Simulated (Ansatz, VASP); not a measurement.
# SnO2 (Cassiterite): VASP beside Ansatz

Aim: how closely do two programs agree when they are given the same cell, functional and k mesh? The cell is taken from a series of runs on this material, whose earlier steps may have relaxed, scaled, displaced or heated it; both programs get it as it stands.

Main program and level: Ansatz 0.2.0; plane waves, with VASP 6.6.1 beside it; relaxation of cell and atoms at r2SCAN.

## 1. Set-up

Symmetry: P4_2/mnm, No. 136, tetragonal system. Conventional cell: a = 4.758 Å, b = 4.758 Å, c = 3.200 Å, α = 90.00°, β = 90.00°, γ = 90.00°. Sn has 6 O at 2.06 to 2.07 Å nearest. Nearest to O lie 3 Sn at 2.06 to 2.07 Å. Farther neighbours and most contacts between anions are not listed.

## 2. Ansatz: relaxation of cell and atoms, r2SCAN

Ansatz runs on its PAW soft_1 files.

The relaxed volume is the usual yardstick between codes: in a stiff, nearly cubic crystal its relative difference is about their pressure difference at one cell divided by the bulk modulus.

The input, input.yaml:

```yaml
crystal:
  lattice:
    - [4.7582826507, 0.0, 0.0]
    - [0.0, 4.7582826507, 0.0]
    - [0.0, 0.0, 3.2000342779]
  atoms:
    - { symbol: Sn, position: [0.0, 0.0, 0.0] }
    - { symbol: Sn, position: [0.5, 0.5, 0.5] }
    - { symbol: O, position: [0.3059045337, 0.3059045337, 0.0] }
    - { symbol: O, position: [0.1940954663, 0.8059045337, 0.5] }
    - { symbol: O, position: [0.6940954663, 0.6940954663, 0.0] }
    - { symbol: O, position: [0.8059045337, 0.1940954663, 0.5] }
kpoints:
  mp_grid: { grid: [6, 6, 8] }
hamiltonian:
  xc: r2scan
  pseudopotentials: { kind: paw, azcp: { folder: soft_1 } }
scf:
  occupations: { method: fixed }
output:
  forces: true
  stress: true
  eigenvalues: true
basis:
  ecutwfc: 600.0
relax:
  adjacent_minimum: "off"
  f_tol: 0.001
  max_steps: 60
  cell: { stress_tol: 0.01 }
```

Started as:

```
ansatz run input.yaml --threads 4 --pin off --max-ram 9216MiB --backend cpu --events-out ev --progress --plain --runs-dir out
```

Numbers of over 12 decimals in the logs are rounded to 6 here.

Log:

```text
Engine: ansatz 0.2.0, x86_64-unknown-linux-gnu
Pseudopotentials: kind: paw
Pseudopotential: Sn, paw, valence charge 14, recommended cutoff 500 eV (meta_gga), soft_1/Sn.paw.azcp
Pseudopotential: O, paw, valence charge 6, recommended cutoff 500 eV (meta_gga), soft_1/O.paw.azcp
Functional definition: r2SCAN
  parameter k0 = 0.174
  parameter k1 = 0.065
  parameter a1 = 4.9479
  exchange = r2scan_x(k0 = k0, k1 = k1, a1 = a1)
  correlation = r2scan_c
Crystal: 6 atoms, lattice volume = 72.453 Å³
Basis set: ecut = 600 eV, 2441 PW (Γ), exchange–correlation on 160×160×108 points (64 copies of the dense FFT grid, shifted against one another)
Bands: 32, of which v1, the nominal top of the filled ones, is band 26 counted from 1 (25 counted from 0)
Symmetry: 16 space group operations
Space group: P42/mnm (ITA 136), of the structure as read, at distance tolerance 4.2e-5 Å
k-points: 50 of 288
Non-local potential: Sn, projectors of the file, l = 0: 2, l = 1: 2, l = 2: 2, l = 3: 1
Non-local potential: O, projectors of the file, l = 0: 2, l = 1: 2, l = 2: 1
PAW form: soft (Blöchl's): semilocal exchange-correlation on the pseudo side does not see the compensation charge
PAW frozen core: Sn, regenerated for the run's functional (the file was generated under x = pbe(κ = 0.804, μ = 0.219515), c = pbe(β = 0.066725))
PAW frozen core: O, regenerated for the run's functional (the file was generated under x = pbe(κ = 0.804, μ = 0.219515), c = pbe(β = 0.066725))
PAW one-centre angular grid: Sn, 590 points (default); XC on 160 Gauss nodes
PAW one-centre angular grid: O, 302 points (default); XC on 160 Gauss nodes
Initial density: superposition of atomic densities (chi_scale 0.1, normalization cell, long waves kept (reshape's long-wave potential 0.00 eV rms))
Initial wavefunctions: pseudopotential atomic-orbital guess
Functional: x = r2scan, c = r2scan; τ floored in thin density (d = 2e-4 eV/Å³)
SCF iter   1: F=—  HF=-14352.811174 eV  |F-HF|=—  |Δ(HF+E_count)|=         —  Δρ=8.32e-2  dr2=3.99e0  dr2_τ=5.11e-1  ethr=3.10e-3  ⟨swp⟩=4.0  Hψ=6487  notcnv=0  defer=195
preconditioner: auto → Resta (q_TF=auto, 2.582 Å⁻¹)  ε∞=3.2  [insulator: Δε(μ)=2.000 eV  Ē_g=21.127 eV  n_scr=18 (ndim 8)  ℏωp=31.5 eV  f_vac=0.000  ε∞_Penn≈3.2]
SCF iter   2: F=—  HF=-14352.436294 eV  |F-HF|=—  |Δ(HF+E_count)|=   3.75e-1  Δρ=4.08e-2  dr2=6.42e-1  dr2_τ=6.49e-2  ethr=3.10e-3  ⟨swp⟩=2.0  Hψ=2906  notcnv=0  defer=187
SCF iter   3: F=—  HF=-14352.568655 eV  |F-HF|=—  |Δ(HF+E_count)|=   1.32e-1  Δρ=1.34e-2  dr2=1.02e-1  dr2_τ=7.72e-3  ethr=1.23e-3  ⟨swp⟩=3.0  Hψ=2720  notcnv=0  defer=200
SCF iter   4: F=—  HF=-14352.577628 eV  |F-HF|=—  |Δ(HF+E_count)|=   8.97e-3  Δρ=2.48e-3  dr2=2.22e-3  dr2_τ=3.70e-4  ethr=1.96e-4  ⟨swp⟩=2.1  Hψ=2211  notcnv=0  defer=200
SCF iter   5: F=—  HF=-14352.578884 eV  |F-HF|=—  |Δ(HF+E_count)|=   1.26e-3  Δρ=6.12e-4  dr2=1.48e-4  dr2_τ=1.59e-5  ethr=4.27e-6  ⟨swp⟩=2.0  Hψ=2176  notcnv=0  defer=200
SCF iter   6: F=—  HF=-14352.578979 eV  |F-HF|=—  |Δ(HF+E_count)|=   9.43e-5  Δρ=1.04e-4  dr2=5.45e-6  dr2_τ=6.48e-7  ethr=2.85e-7  ⟨swp⟩=2.0  Hψ=2258  notcnv=0  defer=200
SCF iter   7: F=—  HF=-14352.578979 eV  |F-HF|=—  |Δ(HF+E_count)|=   3.70e-7  Δρ=9.21e-6  dr2=5.06e-8  dr2_τ=3.22e-9  ethr=1.92e-10  ⟨swp⟩=10.7  Hψ=9968  notcnv=0
SCF iter   8: F=-14352.578979 eV  HF=-14352.578979 eV  |F-HF|=1.67e-10  |Δ(HF+E_count)|=   2.68e-8  Δρ=1.49e-6  dr2=1.55e-9  dr2_τ=9.37e-11  ethr=9.74e-11  ⟨swp⟩=2.4  Hψ=5862  notcnv=0
SCF 1 converged in 8 iterations: F = -14352.578979 eV  dr2 = 1.55e-9
  greatest PAW one-centre occupation: 0.995 electrons in one spin orbital (limit 2), on the Sn atom at site 1 (counted from 0), in its partial waves of l = 2
relax step   1: F+E_penalty+E_count = -14352.57897899 eV  Δ(F+E_penalty+E_count) = +0.000e0 eV  max|allowed force component| = 8.761e-5 eV/Å  Δτ_max = 0.0000 Å  P = +0.003 GPa  Ω = 72.453 Å³  (8 SCF iters, dr2 threshold 1.00e-7 eV, accepted)
Initial density: handed on by an earlier stage of this run
Initial wavefunctions: pseudopotential atomic-orbital guess (no wavefunctions were taken with the density)
iter 1 solved again at ethr=3.90e-8 eV; its pass at ethr=3.10e-3 eV (dr2=2.03e-5 eV) is discarded
SCF iter   1: F=—  HF=-14352.578978 eV  |F-HF|=—  |Δ(HF+E_count)|=         —  Δρ=1.93e-6  dr2=2.44e-9  dr2_τ=1.78e-10  ethr=3.90e-8  ⟨swp⟩=3.8  Hψ=10971  notcnv=0  defer=200
eigensolver tolerance schedule: the retry pair's looser diagonalisation over-reported the residual by 8292.67 of it (diagonalisation noise at 0.12 of the residual, at the tolerance the schedule requests for it); recorded, not acted on — ethr = c·dr2/N_el stays at c = 1.0e-1
preconditioner: auto → Resta (q_TF=auto, 2.582 Å⁻¹)  ε∞=3.3  [insulator: Δε(μ)=1.794 eV  Ē_g=20.783 eV  n_scr=18 (ndim 8)  ℏωp=31.5 eV  f_vac=0.029  ε∞_Penn≈3.3]
SCF iter   2: F=—  HF=-14352.578979 eV  |F-HF|=—  |Δ(HF+E_count)|=   6.78e-7  Δρ=8.75e-7  dr2=5.17e-10  dr2_τ=7.57e-11  ethr=4.70e-12  ⟨swp⟩=3.8  Hψ=3756  notcnv=0  defer=194
SCF iter   3: F=—  HF=-14352.578979 eV  |F-HF|=—  |Δ(HF+E_count)|=  4.73e-11  Δρ=4.64e-7  dr2=1.90e-10  dr2_τ=5.61e-12  ethr=1.00e-12  ⟨swp⟩=2.4  Hψ=2239  notcnv=0  defer=194
SCF iter   4: F=—  HF=-14352.578979 eV  |F-HF|=—  |Δ(HF+E_count)|=  9.09e-11  Δρ=1.40e-7  dr2=1.46e-11  dr2_τ=1.46e-12  ethr=1.00e-12  ⟨swp⟩=1.2  Hψ=1614  notcnv=0  defer=194
SCF iter   5: F=-14352.578979 eV  HF=-14352.578979 eV  |F-HF|=1.09e-11  |Δ(HF+E_count)|=  1.46e-11  Δρ=5.77e-8  dr2=1.85e-12  dr2_τ=1.40e-13  ethr=1.00e-12  ⟨swp⟩=11.2  Hψ=10004  notcnv=0
SCF 2 converged in 5 iterations: F = -14352.578979 eV  dr2 = 1.85e-12
relax step   2: F+E_penalty+E_count = -14352.57897899 eV  Δ(F+E_penalty+E_count) = -4.911e-10 eV  max|allowed force component| = 9.178e-5 eV/Å  Δτ_max = 0.0000 Å  P = +0.003 GPa  Ω = 72.453 Å³  stress off target by 4.17e-3 GPa  SCF on the basis re-selected at this cell (its energy is not comparable with the rows above)  (5 SCF iters)
basis re-selected at this cell: Δ(F+E_penalty+E_count) = -4.911e-10 eV, ΔP = +0.000 GPa vs the last step (what re-selecting the basis moved, of the pressure what is left beyond the Pulay correction that the steps carried, after the strain that the cell walked since its last selection, with what the two solves' SCF thresholds leave and, on support functions, any second-order correction that the steps lacked; it is no  [...]
SCF converged after 5 iterations
Free energy (F): -14352.578979 eV
Harris-Foulkes:  -14352.578979 eV  (|F-HF|=1.09e-11)
Internal energy: -14352.578979 eV  (E = F + TS)
E sigma→0 (E₀):  -14352.578979 eV
Fermi energy:    8.933441 eV
--- Per-component energies (eV) ---
  E_band       = -161.269844
  E_kinetic    = 1021.612562
  E_local      = -3188.137291  (includes V_loc(G=0)·N_el)
  E_nonlocal   = 497.627624
  E_hartree    = 1454.965243
  E_xc         = -512.924414
  E_vxc        = -575.908429  (∫ρ·V_xc dr)
  E_paw        = -9460.214110  (= ΣΔE_a)
  E_vpaw       = -862.501311  (= ΣTr[D̂ρ^β])
  E_aug_tail   = 0.000877  (compensation charges beyond the density's cutoff)
  E_vtau       = 36.105624  (kinetic-family band-sum trace: ∫τ·v_τ [+ j·A + Jᵃ·Aᵃ] dr)
  E_ewald      = -4166.852347
  E_core_change = 1.342878  (= ΣΔE_core)
  E_smearing   = -0.000000  (= −TS)
  E_closure    = 0.000000  (closes the sum)
  Σ components = -14352.578979   (vs F -14352.578979, Δ=0.00e0)
--- Forces (eV/Å), atoms counted from 1 ---
  atom   1  Sn     0.00000000    -0.00000000     0.00000000
  atom   2  Sn     0.00000000     0.00000000     0.00000000
  atom   3  O     -0.00009178    -0.00009178     0.00000000
  atom   4  O      0.00009178    -0.00009178     0.00000000
  atom   5  O      0.00009178     0.00009178     0.00000000
  atom   6  O     -0.00009178     0.00009178     0.00000000
  max |Σ_I F_I| component: 1.73e-18 eV/Å
--- Stress (GPa, compression-positive) ---
        0.004173       0.000000       0.000000
        0.000000       0.004173       0.000000
        0.000000       0.000000      -0.000012
  P = ⅓ Tr σ = 0.0028 GPa (0.028 kbar)
--- Band table (eV; the first three rows and the last of 50) ---
  k-point 0: bands = [... 22 lower, 7.7365, 8.1652, 8.1652, 8.9334, 10.7279, 15.7753, 15.9895, 15.9895, ... 2 higher]
  k-point 1: bands = [... 22 lower, 7.1720, 8.1987, 8.1987, 8.8021, 11.6617, 16.0993, 16.6470, 16.6470, ... 2 higher]
  k-point 2: bands = [... 22 lower, 6.4925, 8.0944, 8.0944, 8.4312, 13.3023, 16.5827, 18.1185, 18.1185, ... 2 higher]
  k-point 49: bands = [... 22 lower, 7.9847, 7.9847, 8.0855, 8.0855, 14.4681, 14.4681, 18.5860, 18.5860, ... 2 higher]
--- Relaxed structure (1 steps of the walk, 1 accepted, 1 SCFs on fresh bases) ---
  F+E_penalty+E_count = -14352.57897899 eV   max|allowed force component| = 9.178e-5 eV/Å   (the final SCF, on the basis selected at the relaxed cell)
  cell:  # Å, volume = 72.4528 Å³
    - [4.7582826507, 0.0, 0.0]
    - [0.0, 4.7582826507, 0.0]
    - [0.0, 0.0, 3.2000342779]
  atoms:
    - { symbol: Sn, position: [0.0, 0.0, 0.0] }
    - { symbol: Sn, position: [0.5, 0.5, 0.5] }
    - { symbol: O, position: [0.3059045337, 0.3059045337, 0.0] }
    - { symbol: O, position: [0.194095, 0.8059045337, 0.5] }
    - { symbol: O, position: [0.6940954663, 0.6940954663, 0.0] }
    - { symbol: O, position: [0.8059045337, 0.194095, 0.5] }
```

(Part 1 of 2 ends here.)

[Lines on the potential files, build, host, timing and source positions are cut from VASP's logs without a mark.]

[Logs are printed without paths, hosts, clocks, repeated set-up lines and the standing remarks that a program may print on its own settings, such as how far it seeks lower states.]

[Hosts, paths, dates, database ids (printed as entryN), source tags and the programs' standing remarks are cut or masked in the printed files.]
